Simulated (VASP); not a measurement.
Computed with LDA (Ceperley-Alder, Perdew-Zunger), VASP's LDA PAW potentials (set 64) (plane waves; VASP).

VASP ran on this input.

**POSCAR**
```
TiB
1
   -1.4587230000     1.4587230000     4.9385190000
    1.4587230000    -1.4587230000     4.9385190000
    1.4587230000     1.4587230000    -4.9385190000
Ti B
2 2
Direct
  0.7500000000   0.7500000000   0.0000000000
  0.5000000000   0.0000000000   0.5000000000
  0.1660000000   0.1660000000   0.0000000000
  0.9160000000   0.4160000000   0.5000000000
```

INCAR:
```
SYSTEM = TiB
PREC = Accurate
ENCUT = 400
EDIFF = 1E-6
NELM = 100
ALGO = Normal
LREAL = .FALSE.
LASPH = .TRUE.
ISMEAR = 0
SIGMA = 0.05
LMAXMIX = 4
LWAVE = .FALSE.
LCHARG = .FALSE.
ISIF = 2
```

### KPOINTS
```
Automatic
0
gamma
  9 9 9
```

POTCAR, in this order: Ti_sv B (LDA.64 set). Program: vasp_std.

Output of the run:

**OSZICAR**
```
       N       E                     dE             d eps       ncg     rms          rms(c)
DAV:   1     0.281985175209E+03    0.28199E+03   -0.13676E+04  2850   0.161E+03
DAV:   2    -0.604848924320E+00   -0.28259E+03   -0.27740E+03  2871   0.472E+02
DAV:   3    -0.358011525223E+02   -0.35196E+02   -0.34054E+02  5364   0.138E+02
DAV:   4    -0.376633579875E+02   -0.18622E+01   -0.18525E+01  3403   0.321E+01
DAV:   5    -0.377555684733E+02   -0.92210E-01   -0.92191E-01  4304   0.607E+00    0.221E+01
DAV:   6    -0.308346120410E+02    0.69210E+01   -0.61440E+01  3699   0.668E+01    0.582E+00
DAV:   7    -0.305671769184E+02    0.26744E+00   -0.63678E+00  3732   0.220E+01    0.466E+00
DAV:   8    -0.305922415290E+02   -0.25065E-01   -0.22191E-01  3670   0.418E+00    0.122E+00
DAV:   9    -0.305993202196E+02   -0.70787E-02   -0.57298E-02  3645   0.219E+00    0.232E-01
DAV:  10    -0.305997464837E+02   -0.42626E-03   -0.21306E-03  3991   0.446E-01    0.722E-02
DAV:  11    -0.305997797570E+02   -0.33273E-04   -0.30087E-04  3703   0.164E-01    0.236E-02
DAV:  12    -0.305997756663E+02    0.40907E-05   -0.35476E-05  4398   0.568E-02    0.305E-03
DAV:  13    -0.305997756571E+02    0.91063E-08   -0.72343E-07  1995   0.899E-03
   1 F= -.30599776E+02 E0= -.30597785E+02  d E =-.398214E-02
```

File OUTCAR:
```
------------------------ aborting loop because EDIFF is reached ----------------------------------------
  FORCE on cell =-STRESS in cart. coord.  units (eV):
  Direction    XX          YY          ZZ          XY          YZ          ZX
  --------------------------------------------------------------------------------------
  Total        5.4256800      5.4256800      5.8585231      0.0000000      0.0000000      0.0000000
  in kB      206.8056391    206.8056391    223.3039190      0.0000000      0.0000000      0.0000000
  external PRESSURE =     212.3050657 kB  Pullay stress =       0.0000000 kB
  volume of cell :       42.03
      direct lattice vectors                 reciprocal lattice vectors
    -1.458723000  1.458723000  4.938519000     0.000000000  0.342765556  0.101244928
     1.458723000 -1.458723000  4.938519000     0.342765556  0.000000000  0.101244928
     1.458723000  1.458723000 -4.938519000     0.342765556  0.342765556  0.000000000
 POSITION                                       TOTAL-FORCE (eV/Angst)
 -----------------------------------------------------------------------------------
      0.00000      0.00000      7.40778         0.000000     -0.000000     -0.453597
      0.00000      1.45872      0.00000        -0.000000      0.000000     -0.453597
      0.00000      0.00000      1.63959         0.000000      0.000000      0.453597
      0.00000      1.45872      4.10885        -0.000000     -0.000000      0.453597
 -----------------------------------------------------------------------------------
    total drift:                                0.000001      0.000001      0.000130
  FREE ENERGIE OF THE ION-ELECTRON SYSTEM (eV)
  ---------------------------------------------------
  free  energy   TOTEN  =       -30.5997756571 eV

  energy  without entropy=      -30.5957935213  energy(sigma->0) =      -30.59778459
```
(Selected blocks of OUTCAR.)

At this cut-off the stress carries a Pulay error, which pulls relaxed volumes low.

The structure was generated: TiB was put into an ordered model structure, which need not be its known phase. The cell was not relaxed at this level. The k-mesh is coarse (spacing up to 0.34 per Å, 2π included), so the numbers may not be converged in it. The run is one of a series of settings (GGA removed, POTCAR Ti_sv B (LDA.64 set) against the base run), some of them coarse on purpose.
